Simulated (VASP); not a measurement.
# Ga2PN (I-42d) in VASP: phonons with PBE

Aim: the phonons of Ga2PN with PBE.

Program: VASP 6.6.1. These are calculated values, not measurements. Logs are shortened: lines on timing, memory, paths and dates and some standing lists are left out, and cuts for length are marked.

## 1. The crystal as given

The structure is tetragonal, space group I-42d (No. 122). Conventional cell: a = 5.047 Å, b = 5.047 Å, c = 9.902 Å, α = 90.00°, β = 90.00°, γ = 90.00°. Ga (site symmetry 2) has 2 N at 2.02 Å as nearest neighbours. P (site symmetry -4) is surrounded by 4 Ga at 2.35 Å. Around N (site symmetry -4) lie 4 Ga at 2.02 Å.

The cell was built by a generator and needn't be a form met in nature.

## 2. Phonons, PBE

POSCAR

```
Ga2PN
1.0
   -2.5236000000      2.5236000000      4.9511000000
    2.5236000000     -2.5236000000      4.9511000000
    2.5236000000      2.5236000000     -4.9511000000
Ga P N
4 2 2
Direct
    0.5677210000      0.6250000000      0.4427210000
    0.1822790000      0.1250000000      0.5572790000
    0.8750000000      0.4322790000      0.0572790000
    0.3750000000      0.8177210000      0.9427210000
    0.0000000000      0.0000000000      0.0000000000
    0.7500000000      0.2500000000      0.5000000000
    0.5000000000      0.5000000000      0.0000000000
    0.2500000000      0.7500000000      0.5000000000
```

INCAR.step1

```
SYSTEM = Ga2PN
PREC = Accurate
ENCUT = 520
EDIFF = 1E-8
ISMEAR = 0
SIGMA = 0.03
LREAL = .False.
LASPH = .True.
NELM = 80
ALGO = Normal
ISIF = 3
LWAVE = .False.
LCHARG = .False.
GGA = PE
KPAR = 4
IBRION = 2
NSW = 40
EDIFFG = -0.002
```

INCAR.step2

```
SYSTEM = Ga2PN
PREC = Accurate
ENCUT = 520
EDIFF = 1E-8
ISMEAR = 0
SIGMA = 0.03
LREAL = .False.
LASPH = .True.
NELM = 80
ALGO = Normal
ISIF = 2
LWAVE = .False.
LCHARG = .False.
GGA = PE
KPAR = 4
IBRION = 6
NFREE = 2
POTIM = 0.015
NSW = 1
```

KPOINTS

```
Automatic mesh
0
Gamma
  8 8 8
  0 0 0
```

Potentials or basis: VASP PAW PBE potentials, release 64 (Ga_d, P, N).

Launch:

```bash
> cat potpaw_PBE.64/Ga_d/POTCAR potpaw_PBE.64/P/POTCAR potpaw_PBE.64/N/POTCAR > POTCAR
> cp INCAR.step1 INCAR
> mpirun -np 4 vasp_std > vasp.out
> cp CONTCAR POSCAR
> cp INCAR.step2 INCAR
> mpirun -np 4 vasp_std > vasp.out
```

OUTCAR:

```text
SYSTEM = Ga2PN
   PREC = Accurate
   ENCUT = 520
   EDIFF = 1E-8
   ISMEAR = 0
   LREAL = .False.
   LASPH = .True.
   NELM = 80
   ISIF = 2
   GGA = PE
   IBRION = 6
   NFREE = 2
   POTIM = 0.015
   NSW = 1

 ion  position               nearest neighbor table
   1  0.568  0.625  0.443-   7 2.02   8 2.02   5 2.35   6 2.35
   2  0.182  0.125  0.557-   7 2.02   8 2.02   6 2.35   5 2.35
   3  0.875  0.432  0.057-   7 2.02   8 2.02   5 2.35   6 2.35
   4  0.375  0.818  0.943-   7 2.02   8 2.02   6 2.35   5 2.35
   5  0.000  0.000  0.000-   2 2.35   3 2.35   4 2.35   1 2.35
   6  0.750  0.250  0.500-   3 2.35   1 2.35   2 2.35   4 2.35
   7  0.500  0.500  0.000-   1 2.02   2 2.02   3 2.02   4 2.02
   8  0.250  0.750  0.500-   1 2.02   2 2.02   3 2.02   4 2.02

  LATTYP: Found a body centered tetragonal cell.
 ALAT       =     5.0472000000
 C/A-ratio  =     1.9619194801

  Lattice vectors:

 A1 = (  -2.5236000000,   2.5236000000,   4.9511000000)
 A2 = (   2.5236000000,  -2.5236000000,   4.9511000000)
 A3 = (   2.5236000000,   2.5236000000,  -4.9511000000)

Analysis of symmetry for initial positions (statically):
=====================================================================
 Subroutine PRICEL returns:
 Original cell was already a primitive cell.

 Routine SETGRP: Setting up the symmetry group for a
 body centered tetragonal supercell.

 Subroutine GETGRP returns: Found  8 space group operations
 (whereof  4 operations were pure point group operations)
 out of a pool of 16 trial point group operations.

The static configuration has the point symmetry S_4 .
 The point group associated with its full space group is D_2d.

Analysis of symmetry for dynamics (positions and initial velocities):
=====================================================================
 Subroutine PRICEL returns:
 Original cell was already a primitive cell.

 Routine SETGRP: Setting up the symmetry group for a
 body centered tetragonal supercell.

 Subroutine GETGRP returns: Found  8 space group operations
 (whereof  4 operations were pure point group operations)
 out of a pool of 16 trial point group operations.

The dynamic configuration has the point symmetry S_4 .
 The point group associated with its full space group is D_2d.

 Subroutine INISYM returns: Found  8 space group operations
 (whereof  4 operations are pure point group operations),
 and found     1 'primitive' translations

----------------------------------------------------------------------------------------

                                     Primitive cell

  volume of cell :     126.1254

  direct lattice vectors                    reciprocal lattice vectors
    -2.523600000  2.523600000  4.951100000     0.000000000  0.198129656  0.100987659
     2.523600000 -2.523600000  4.951100000     0.198129656  0.000000000  0.100987659
     2.523600000  2.523600000 -4.951100000     0.198129656  0.198129656  0.000000000

  length of vectors
     6.103319190  6.103319190  6.103319190     0.222382256  0.222382256  0.280197647

  position of ions in fractional coordinates (direct lattice)
     0.567721000  0.625000000  0.442721000
     0.182279000  0.125000000  0.557279000
     0.875000000  0.432279000  0.057279000
     0.375000000  0.817721000  0.942721000
     0.000000000  0.000000000  0.000000000
     0.750000000  0.250000000  0.500000000
     0.500000000  0.500000000  0.000000000
     0.250000000  0.750000000  0.500000000

  ion indices of the primitive-cell ions
   primitive index   ion index
                 1           1
                 2           2
                 3           3
                 4           4
                 5           5
                 6           6
                 7           7
                 8           8

----------------------------------------------------------------------------------------

 KPOINTS: Automatic mesh

Automatic generation of k-mesh.
 Grid dimensions read from file:
 generate k-points for:    8    8    8

 Generating k-lattice:

[... 62 lines left out ...]
   LREAL  =      F    real-space projection
   EDIFFG = 0.1E-06   stopping-criterion for IOM
   NSW    =    133    number of steps for IOM
   IBRION =      6    ionic relax: 0-MD 1-quasi-New 2-CG
   NFREE  =      2    steps in history (QN), initial steepest desc. (CG)
   ISIF   =      2    stress and relaxation
   ISYM   =      2    0-nonsym 1-usesym 2-fastsym
   POTIM  = 0.0150    time-step for ionic-motion
   TEBEG  =    0.0;   TEEND  =   0.0 temperature during run
   PSTRESS=    0.0 pullay stress
   NELECT =      72.0000    total number of electrons
   NUPDOWN=      -1.0000    fix difference up-down
   EMIN   =  10.00;   EMAX   =-10.00  energy-range for DOS
   EFERMI =   0.00;   METHOD = LEGACY
   ISMEAR =     0;   SIGMA  =   0.03  broadening in eV -4-tet -1-fermi 0-gaus
   EFERMI_NEDOS =   21; number of points for ismear=-14 and -15
   IALGO  =     38    algorithm
   IMIX   =      4    mixing-type and parameters
     AMIX     =   0.40;   BMIX     =  1.00
     AMIX_MAG =   1.60;   BMIX_MAG =  1.00
  volume/ion in A,a.u.               =      15.77       106.39
  Fermi-wavevector in a.u.,A,eV,Ry     =   1.358057  2.566356 25.093491  1.844320
  Thomas-Fermi vector in A             =   2.484923
   LORBIT       =      0    0 simple, 1 ext, 2 COOP (PROOUT), +10 PAW based schemes
   GGA     = PE    functional components
   LHFCALC =     F    Hartree Fock is set to
   AEXX    =    0.0000 exact exchange contribution
   IVDW    =     0    specifies the selected vdW correction
   LEPSILON=     F    determine dielectric tensor
   LRPA    =     F    only Hartree local field effects (RPA)
 finite differences with symmetry
 non-spin polarized calculation
 Gauss-broadening in eV      SIGMA  =   0.03
  energy-cutoff  :      520.00
  volume of cell :      126.13
 maximum number of plane-waves:      3427
 NGX is ok and might be reduce to    48
   NGX = 23   NGY = 23   NGZ = 23

--------------------------------------- Ionic step        1  -------------------------------------------

 number of electron      72.0000004 magnetization

 Free energy of the ion-electron system (eV)
  ---------------------------------------------------
  ext. energy  EPLUGINS =         0.00000000
  ---------------------------------------------------
  free energy    TOTEN  =       -41.48873166 eV

  energy without entropy =      -41.48873166  energy(sigma->0) =      -41.48873166

------------------------ aborting loop because EDIFF is reached ----------------------------------------

  FORCE on cell =-STRESS in cart. coord.  units (eV):
  Direction    XX          YY          ZZ          XY          YZ          ZX
  --------------------------------------------------------------------------------------
  -------------------------------------------------------------------------------------
  Total       -0.0068526     -0.0068526      0.0044480      0.0000000      0.0000000      0.0000000
  in kB       -0.0870485     -0.0870485      0.0565027      0.0000000      0.0000000      0.0000000
  external PRESSURE =      -0.0391981 kB  Pullay stress =       0.0000000 kB
[... 107 lines left out ...]
  FREE ENERGIE OF THE ION-ELECTRON SYSTEM (eV)
  ---------------------------------------------------
  free  energy   TOTEN  =       -41.4874327276 eV

  energy  without entropy=      -41.4874327276  energy(sigma->0) =      -41.48743273

[... ionic steps 4 to 12 ...]

--------------------------------------- Ionic step       13  -------------------------------------------

 number of electron      72.0000004 magnetization

------------------------ aborting loop because EDIFF is reached ----------------------------------------
[... 79 lines left out ...]
--------------------------------------- Ionic step       15  -------------------------------------------

 number of electron      72.0000005 magnetization

 Free energy of the ion-electron system (eV)
  ---------------------------------------------------
  ext. energy  EPLUGINS =         0.00000000
  ---------------------------------------------------
  free energy    TOTEN  =       -41.48727615 eV

  energy without entropy =      -41.48727615  energy(sigma->0) =      -41.48727615

 E-fermi :   5.1349     XC(G=0): -10.6101

 val. band max:        4.9543095508   @ k =   0.0000   0.0000   0.0000
 cond. band min:       6.0870238570   @ k =   0.0000   0.0000   0.0000
 fundamental gap:      1.1327143062
 Fermi energy:         5.1348712396

 k-point     1 :       0.0000    0.0000    0.0000
  band No.  band energies     occupation
      1     -10.6130      2.00000
      2     -10.2522      2.00000
      3      -9.3620      2.00000
      4      -9.2530      2.00000
      5      -9.2413      2.00000
      6      -9.2384      2.00000
[... 1093 lines left out ...]
     42      10.2507      0.00000
     43      10.6022      0.00000

 [... further k-points ...]

------------------------ aborting loop because EDIFF is reached ----------------------------------------

  FORCE on cell =-STRESS in cart. coord.  units (eV):
  Direction    XX          YY          ZZ          XY          YZ          ZX
  --------------------------------------------------------------------------------------
  -------------------------------------------------------------------------------------
  Total       -0.0116884      0.0086630      0.0072874      0.0768537      0.0000000      0.0000000
  in kB       -0.1484777      0.1100469      0.0925725      0.9762763      0.0000000      0.0000000
  external PRESSURE =       0.0180472 kB  Pullay stress =       0.0000000 kB
[... 23 lines left out ...]
  FREE ENERGIE OF THE ION-ELECTRON SYSTEM (eV)
  ---------------------------------------------------
  free  energy   TOTEN  =       -41.4872761487 eV

  energy  without entropy=      -41.4872761487  energy(sigma->0) =      -41.48727615

 INTERNAL STRAIN TENSORS FROM DISPLACED ATOMS
 ============================================

 INTERNAL STRAIN TENSOR FOR ION    1 for displacements in x,y,z  (eV/Angst):
          X           Y           Z          XY          YZ          ZX
  --------------------------------------------------------------------------------
  x    -0.00000     0.00000    -0.00000    -0.81290     5.89700     0.00000
  y     0.24466     2.30298     0.38046     0.00000     0.00000     5.74059
  z    -0.00000    -0.00000    -0.00000     6.32793     0.22219    -0.00000

 INTERNAL STRAIN TENSOR FOR ION    8 for displacements in x,y,z  (eV/Angst):
          X           Y           Z          XY          YZ          ZX
  --------------------------------------------------------------------------------
  x     0.00000     0.00000     0.00000     0.00000    -4.54590    -0.08115
  y     0.00000     0.00000     0.00000     0.00000     0.08115    -4.54591
  z    -0.67866     0.67866     0.00000    -5.12847     0.00000     0.00000

 Eigenvectors and eigenvalues of the dynamical matrix
 ----------------------------------------------------

   1 f  =   15.933853 THz   100.115353 2PiTHz  531.496138 cm-1    65.897093 meV
             X         Y         Z           dx          dy          dz
      1.261800  0.972701  3.713325     0.000000   -0.047320   -0.000000
      1.261800  1.550899 -1.237775     0.000000    0.047320    0.000000
     -0.972701  1.261800  6.188875    -0.047320   -0.000000   -0.000000
      3.496301  1.261800  1.237775     0.047320   -0.000000    0.000000
      0.000000  0.000000  0.000000     0.000000   -0.000000   -0.046466
      0.000000  2.523600  2.475550    -0.000000   -0.000000    0.046466
      0.000000  0.000000  4.951100    -0.000000    0.000000   -0.702398
      2.523600  0.000000  2.475550     0.000000    0.000000    0.702398
[... 243 lines left out ...]
  24 f/i=    0.001883 THz     0.011829 2PiTHz    0.062800 cm-1     0.007786 meV
             X         Y         Z           dx          dy          dz
      1.261800  0.972701  3.713325    -0.000039   -0.000000   -0.434797
      1.261800  1.550899 -1.237775     0.000039   -0.000000   -0.434797
     -0.972701  1.261800  6.188875     0.000000    0.000039   -0.434797
      3.496301  1.261800  1.237775     0.000000   -0.000039   -0.434797
      0.000000  0.000000  0.000000     0.000000   -0.000000   -0.289791
      0.000000  2.523600  2.475550     0.000000   -0.000000   -0.289791
      0.000000  0.000000  4.951100     0.000000   -0.000000   -0.194741
      2.523600  0.000000  2.475550     0.000000   -0.000000   -0.194741

 ELASTIC MODULI CONTR FROM IONIC RELAXATION (kBar)
 Direction    XX          YY          ZZ          XY          YZ          ZX
 --------------------------------------------------------------------------------
 XX         -13.1279      1.1043     -1.7956      0.0000     -0.0000     -0.0000
 YY           1.1043    -13.1279     -1.7956     -0.0000     -0.0000      0.0000
 ZZ          -1.7956     -1.7956     -0.5363     -0.0000     -0.0000     -0.0000
 XY           0.0000     -0.0000     -0.0000   -251.8292      0.0000      0.0000
 YZ          -0.0000     -0.0000     -0.0000      0.0000   -191.5497      0.0000
 ZX          -0.0000      0.0000     -0.0000      0.0000      0.0000   -191.5498
 --------------------------------------------------------------------------------
```

Wall time 48 min (4 MPI ranks of Intel Xeon 6975P-C (Granite Rapids), shared host); peak memory 1.8 GiB.

Results:

- Highest phonon frequency at Γ, LO-TO splitting left out: 531 cm⁻¹

Phonon frequencies in cm⁻¹ (negative: imaginary):
| q point | frequencies |
| --- | --- |
| (0.000, 0.000, 0.000) | 0 0 0 124 124 161 161 173 179 231 239 279 350 357 357 365 377 377 491 491 498 528 528 531 |
